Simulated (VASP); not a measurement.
```xyz
2
Lattice="4.0365 -2.1981 0.0000 4.0365 2.1981 0.0000 2.8395 0.0000 3.6142" Properties=species:S:1:pos:R:3 pbc="T T T"
Sb     2.5481     0.0000     0.8439
Sb     8.3644     0.0000     2.7703
```

The base run (VASP): PBE GGA, plane waves, VASP's PBE PAW potentials (set 64). Numerical set-up: 400 eV cut-off, 9×9×9 Γ-centred mesh, first-order Methfessel-Paxton smearing of 0.10 eV, potentials Sb.

One setting is varied; ΔE counts from the base run. The base run took about 10 core-seconds. Costs are core time on shared hosts, one run each; read them as rough ratios.

Pressures at a finite cut-off, here 400 eV, hold a Pulay part, which wasn't tested here.

```tsv
setting	cost over the base run	electronic steps	ΔE (meV/atom)	pressure (GPa)
SYMPREC = 1E-3	within a factor of 2	10	0.0	-0.53
ISYM = 1	within a factor of 2	10	0.0	-0.53
base run	reference	10	0.0	-0.53
ISYM = 0	about 4 times	10	0.0	-0.53
ISYM = -1	…	10	0.0	-0.53
```

Question: Complete the blanks.

Answer: 
- ISYM = -1, cost over the base run: about 6 times

Left out are runs that failed, have no time on record or changed the cell.

The compound is Sb in the a7 structure. The cell was not relaxed at this level.
